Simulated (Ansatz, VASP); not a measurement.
**B3Ru2 (B3Ru2 (P6_3/mmc)): VASP beside Ansatz**

One calculation is typed for both programs; each brings its own data sets. How far apart do they land? The cell is taken from a series of runs on this material, whose earlier steps may have relaxed, scaled, displaced or heated it; both programs get it as it stands.

Program: Ansatz 0.2.0. Level of theory: plane waves, with VASP 6.6.1 beside it; r2SCAN. Results are calculated unless marked as measured.

### 1. The starting structure

The structure is hexagonal, space group P6_3/mmc (No. 194). Conventional cell: a = 2.910 Å, b = 2.910 Å, c = 12.781 Å, α = 90.00°, β = 90.00°, γ = 120.00°. Nearest to B lie 6 Ru at 2.19 Å. Nearest to B lie 3 B at 1.85 Å and 4 Ru at 2.18 to 2.19 Å. Nearest to Ru lie 7 B at 2.18 to 2.19 Å. Farther neighbours are not listed.

Structure file:

```
B Ru
1.0
     2.90999    0.00000    0.00000
    -1.45500    2.52013    0.00000
     0.00000    0.00000   12.78093
B Ru
6 4
Cartesian
  1.4550 0.8400 3.1952
  0.0000 1.6801 9.5857
  0.0000 1.6801 6.7810
  1.4550 0.8400 0.3906
  0.0000 1.6801 12.3903
  1.4550 0.8400 5.9999
  0.0000 1.6801 4.6020
  1.4550 0.8400 10.9924
  1.4550 0.8400 8.1790
  0.0000 1.6801 1.7885
```

### 2. VASP: relaxation of cell and atoms, r2SCAN

The relaxed volume is the usual yardstick between codes: in a stiff, nearly cubic crystal its relative difference is about their pressure difference at one cell divided by the bulk modulus.

Lines of VASP's logs that name or quote its potential files are left out, and so is its time.

Input file INCAR:

```
SYSTEM = B3Ru2
PREC = Accurate
ENCUT = 550
EDIFF = 1E-07
NELM = 120
ISMEAR = -1
SIGMA = 0.05
LREAL = .FALSE.
ALGO = Normal
METAGGA = R2SCAN
LASPH = .TRUE.
NBANDS = 47
LORBIT = 11
LWAVE = .FALSE.
LCHARG = .FALSE.
ISIF = 3
IBRION = 2
NSW = 80
EDIFFG = -0.005
GGA_COMPAT = .FALSE.
NELMIN = 4
LMIXTAU = .TRUE.
KPAR = 2
```

Input file POSCAR:

```
B3Ru2
1.0
    2.9099940000      0.0000000000      0.0000000000
   -1.4549970000      2.5201280000      0.0000000000
    0.0000000000      0.0000000000     12.7809260000
B Ru
6 4
Direct
    0.6666667328      0.3333334656      0.2500000391
    0.3333334656      0.6666669312      0.7500000391
    0.3333334656      0.6666669312      0.5305600705
    0.6666667328      0.3333334656      0.0305600705
    0.3333334656      0.6666669312      0.9694399295
    0.6666667328      0.3333334656      0.4694399295
    0.3333334656      0.6666669312      0.3600649124
    0.6666667328      0.3333334656      0.8600649124
    0.6666667328      0.3333334656      0.6399350876
    0.3333334656      0.6666669312      0.1399350876
```

Input file KPOINTS:

```
Automatic mesh
0
Gamma
15 15 3
0 0 0
```

The projector-augmented-wave data sets are B and Ru_pv (PBE family, release 64).

Launch:

```bash
$ mpirun -np 2 vasp_std
```

Numbers of over 12 decimals in the logs are rounded to 6 here.

Log:

```text
[banner, memory and clock lines left out]
running    2 mpi-ranks, on    1 nodes
 distrk:  each k-point on    1 cores,    2 groups
 distr:  one band on    1 cores,    1 groups

 POSCAR found type information on POSCAR B Ru
 POSCAR found :  2 types and      10 ions
|                                                                             |
|               ----> ADVICE to this user running VASP <----                  |
|                                                                             |
|     You enforced a specific xc type in the INCAR file but a different       |
|     [... a line on the potential file left out ...]
|     I HOPE YOU KNOW WHAT YOU ARE DOING!                                     |
|                                                                             |

 LDA part: xc-table for (None), standard interpolation
 POSCAR, INCAR and KPOINTS ok, starting setup
 FFT: planning ... GRIDC
 FFT: planning ... GRID_SOFT
 FFT: planning ... GRID
 WAVECAR not read
 entering main loop
       N       E                     dE             d eps       ncg     rms          rms(c)
DAV:   1     0.742219040232E+03    0.74222E+03   -0.44940E+04  5132   0.177E+03
DAV:   2    -0.136941132681E+03   -0.87916E+03   -0.85117E+03  5363   0.521E+02
DAV:   3    -0.178412271548E+03   -0.41471E+02   -0.40410E+02  6287   0.107E+02
DAV:   4    -0.179215638328E+03   -0.80337E+00   -0.80178E+00  5974   0.138E+01
DAV:   5    -0.179235816954E+03   -0.20179E-01   -0.20177E-01  6851   0.202E+00    0.549E+01
DAV:   6    -0.161760497196E+03    0.17475E+02   -0.85786E+01  5620   0.585E+01    0.106E+01
DAV:   7    -0.155726688804E+03    0.60338E+01   -0.16323E+01  5654   0.247E+01    0.736E+00
DAV:   8    -0.152553583514E+03    0.31731E+01   -0.96460E-01  5853   0.654E+00    0.251E+00
DAV:   9    -0.149257757324E+03    0.32958E+01   -0.47259E-01  5468   0.438E+00    0.652E-01
DAV:  10    -0.149061394690E+03    0.19636E+00   -0.10343E-01  5727   0.228E+00    0.251E-01
DAV:  11    -0.149222533443E+03   -0.16114E+00   -0.52879E-02  5552   0.108E+00    0.155E-01
DAV:  12    -0.149289152852E+03   -0.66619E-01   -0.11700E-02  5755   0.611E-01    0.213E-01
DAV:  13    -0.149317644659E+03   -0.28492E-01   -0.77188E-03  5538   0.435E-01    0.110E-01
DAV:  14    -0.149328916743E+03   -0.11272E-01   -0.65332E-03  5671   0.462E-01    0.113E-01
[...]
DAV:  18    -0.149330665966E+03    0.11438E-03   -0.20293E-05  5573   0.228E-02    0.169E-02
DAV:  19    -0.149330909994E+03   -0.24403E-03   -0.19064E-04  5496   0.639E-02    0.323E-03
DAV:  20    -0.149330917018E+03   -0.70242E-05   -0.50410E-06  5756   0.125E-02    0.367E-03
DAV:  21    -0.149330916129E+03    0.88948E-06   -0.29475E-07  5001   0.266E-03    0.290E-03
DAV:  22    -0.149330916718E+03   -0.58993E-06   -0.42264E-07  5059   0.375E-03    0.175E-03
DAV:  23    -0.149330913780E+03    0.29386E-05   -0.35040E-07  5027   0.411E-03    0.470E-04
DAV:  24    -0.149330915257E+03   -0.14774E-05   -0.33298E-08  3098   0.123E-03    0.198E-04
DAV:  25    -0.149330915242E+03    0.15481E-07   -0.19683E-09  3063   0.274E-04
   1 F= -.14933092E+03 E0= -.14932325E+03  d E =-.149331E+03
[...]
2 F= -.14933100E+03 E0= -.14932333E+03  d E =-.808039E-04
[...]
3 F= -.14933105E+03 E0= -.14932338E+03  d E =-.129871E-03
[...]
4 F= -.14933107E+03 E0= -.14932339E+03  d E =-.294316E-04
 trial-energy change:   -0.000029  1 .order   -0.000033   -0.000134    0.000068
 step:   0.5921(harm=  0.6120)  dis= 0.00081  next Energy=  -149.331087 (dE=-0.419E-04)
 bond charge predicted
       N       E                     dE             d eps       ncg     rms          rms(c)
DAV:   1    -0.149331165921E+03   -0.91456E-04   -0.20816E-03  5090   0.327E-01    0.858E-02
DAV:   2    -0.149331095424E+03    0.70497E-04   -0.51173E-04  5519   0.150E-01    0.301E-02
DAV:   3    -0.149331083018E+03    0.12406E-04   -0.41604E-05  5561   0.399E-02    0.786E-03
DAV:   4    -0.149331085658E+03   -0.26396E-05   -0.73466E-06  5683   0.113E-02    0.311E-03
DAV:   5    -0.149331086467E+03   -0.80956E-06   -0.83574E-07  6221   0.513E-03    0.306E-03
DAV:   6    -0.149331086891E+03   -0.42345E-06   -0.31682E-07  4726   0.298E-03    0.176E-03
DAV:   7    -0.149331087393E+03   -0.50210E-06   -0.16362E-07  3215   0.226E-03    0.322E-04
DAV:   8    -0.149331087294E+03    0.99473E-07   -0.79724E-08  2608   0.161E-03
   5 F= -.14933109E+03 E0= -.14932341E+03  d E =-.421806E-04
 curvature:  -0.44 expect dE=-0.135E-05 dE for cont linesearch -0.553E-07
 trial: gam=-0.07590 g(F)=  0.190E-06 g(S)=  0.292E-05 ort = 0.512E-05 (trialstep = 0.859E+00)
 search vector abs. value=  0.352E-05
 reached required accuracy - stopping structural energy minimisation
```

Parts of OUTCAR (step 2):

```text
ion  position               nearest neighbor table
   1  0.667  0.333  0.250-   7 2.19  10 2.19   7 2.19   7 2.19  10 2.19  10 2.19
   2  0.333  0.667  0.750-   8 2.19   9 2.19   8 2.19   8 2.19   9 2.19   9 2.19
   3  0.333  0.667  0.531-   6 1.85   6 1.85   6 1.85   7 2.18   9 2.19   9 2.19   9 2.19
   4  0.667  0.333  0.031-   5 1.85   5 1.85   5 1.85   8 2.18  10 2.19  10 2.19  10 2.19
   5  0.333  0.667  0.969-   4 1.85   4 1.85   4 1.85  10 2.18   8 2.19   8 2.19   8 2.19
   6  0.667  0.333  0.469-   3 1.85   3 1.85   3 1.85   9 2.18   7 2.19   7 2.19   7 2.19
   7  0.333  0.667  0.360-   3 2.18   6 2.19   6 2.19   6 2.19   1 2.19   1 2.19   1 2.19  10 2.81

  LATTYP: Found a hexagonal cell.
 ALAT       =     2.9099940000
 C/A-ratio  =     4.3920798462

 Subroutine GETGRP returns: Found 24 space group operations
 (whereof 12 operations were pure point group operations)

The static configuration has the point symmetry D_3d.
 The point group associated with its full space group is D_6h.

 Found     54 irreducible k-points:

   k-points           NKPTS =     54   k-points in BZ     NKDIM =     54   number of bands    NBANDS=     47

   dimension x,y,z NGX =    24 NGY =   24 NGZ =   98
   dimension x,y,z NGXF=    48 NGYF=   48 NGZF=  196

   ENCUT  =  550.0 eV  40.42 Ry    6.36 a.u.   5.56  5.56 24.44*2*pi/ulx,y,z

   NELECT =      74.0000    total number of electrons

 k-points in reciprocal lattice and weights: Automatic mesh
   0.00000000  0.00000000  0.00000000       0.001
   0.06666667  0.00000000  0.00000000       0.009
   0.13333333  0.00000000  0.00000000       0.009
   0.20000000 -0.00000000  0.00000000       0.009
   0.26666667  0.00000000  0.00000000       0.009
   0.33333333  0.00000000  0.00000000       0.009
   0.40000000  0.00000000  0.00000000       0.009
   0.46666667  0.00000000  0.00000000       0.009
   0.06666667  0.06666667  0.00000000       0.009
[...]
0.33333333  0.26666667  0.33333333       0.036
   0.33333333  0.33333333  0.33333333       0.006

 average (electrostatic) potential at core
       1 -23.3750       2 -23.3750       3 -23.4859       4 -23.4859       5 -23.4859
       6 -23.4859       7 -74.5717       8 -74.5717       9 -74.5717      10 -74.5717

 E-fermi :  10.8523

 k-point     1 :       0.0000    0.0000    0.0000
  band No.  band energies     occupation
    ...
     34       8.3951      2.00000
     35       8.7814      2.00000
     36       8.7814      2.00000
     37       9.5918      2.00000
     38       9.5918      2.00000
     39      12.2247      0.00000
     40      12.3940      0.00000
     41      13.8738      0.00000
     42      13.8738      0.00000
     43      14.4610      0.00000
    ...

 k-point     2 :       0.0667    0.0000    0.0000
  band No.  band energies     occupation
    ...
     34       8.3530      2.00000
     35       8.5274      2.00000
     36       8.7688      2.00000
     37       9.3047      2.00000
     38       9.5654      2.00000
     39      12.4938      0.00000
     40      12.6710      0.00000
     41      13.6835      0.00000
     42      13.7477      0.00000
     43      14.3161      0.00000
    ...

 k-point     3 :       0.1333    0.0000    0.0000
  band No.  band energies     occupation
    ...
     34       8.2023      2.00000
     35       8.2822      2.00000
     36       8.7031      2.00000
     37       8.8117      2.00000
     38       9.4902      2.00000
     39      12.9468      0.00000
     40      13.1264      0.00000
     41      13.2869      0.00000
     42      13.4217      0.00000
     43      14.1448      0.00000
    ...

  Total        0.0044564      0.0044564      0.0237606     -0.0000000      0.0000000      0.0000000
  in kB        0.0762006      0.0762005      0.4062884     -0.0000000      0.0000000      0.0000000
  external PRESSURE =       0.1862298 kB  Pullay stress =       0.0000000 kB

  energy-cutoff  :      550.00
  volume of cell :       93.70
      direct lattice vectors                 reciprocal lattice vectors
     2.910424181 -0.000000000 -0.000000000     0.343592527  0.198373296 -0.000000000
    -1.455212090  2.520500547 -0.000000000     0.000000000  0.396746591 -0.000000000
    -0.000000000  0.000000000 12.772914461     0.000000000  0.000000000  0.078290668

 POSITION                                       TOTAL-FORCE (eV/Angst)
 -----------------------------------------------------------------------------------
      1.45521      0.84017      3.19323         0.000000      0.000000      0.000000
     -0.00000      1.68033      9.57969        -0.000000      0.000000      0.000000
     -0.00000      1.68033      6.77854        -0.000000      0.000000      0.000360
      1.45521      0.84017      0.39209         0.000000      0.000000      0.000360
     -0.00000      1.68033     12.38083        -0.000000      0.000000     -0.000360
      1.45521      0.84017      5.99437        -0.000000     -0.000000     -0.000360
     -0.00000      1.68033      4.59900         0.000000      0.000000      0.000926
      1.45521      0.84017     10.98545        -0.000000     -0.000000      0.000926
      1.45521      0.84017      8.17392         0.000000     -0.000000     -0.000926
     -0.00000      1.68033      1.78746         0.000000      0.000000     -0.000926
 -----------------------------------------------------------------------------------
    total drift:                               -0.000000     -0.001261      0.000044

  FREE ENERGIE OF THE ION-ELECTRON SYSTEM (eV)
  ---------------------------------------------------
  free  energy   TOTEN  =      -149.3310872935 eV

  energy  without entropy=     -149.3157337629  energy(sigma->0) =     -149.32341053

 reached required accuracy - stopping structural energy minimisation

 total charge
# of ion       s       p       d       tot
------------------------------------------
    1        0.733   1.083   0.000   1.817
    2        0.733   1.083   0.000   1.817
    3        0.694   1.210   0.000   1.905
    4        0.694   1.210   0.000   1.905
    5        0.694   1.210   0.000   1.905
    6        0.694   1.210   0.000   1.905
    7        0.373   6.397   6.131  12.900
    8        0.373   6.397   6.131  12.900
    9        0.373   6.397   6.131  12.900
   10        0.373   6.397   6.131  12.900
--------------------------------------------------
tot          5.735  32.595  24.522  62.852

[... 3 further parts left out ...]
```

The run keeps the 24 symmetry operations of its start, so it cannot find a distortion of lower symmetry.

(Continued in part 2 of 2.)

[Lines on the potential files, build, host, timing and source positions are cut from VASP's logs without a mark.]

[Logs are printed without paths, hosts, clocks, repeated set-up lines and the standing remarks that a program may print on its own settings, such as how far it seeks lower states.]

[Hosts, paths, dates, database ids (printed as entryN), source tags and the programs' standing remarks are cut or masked in the printed files.]
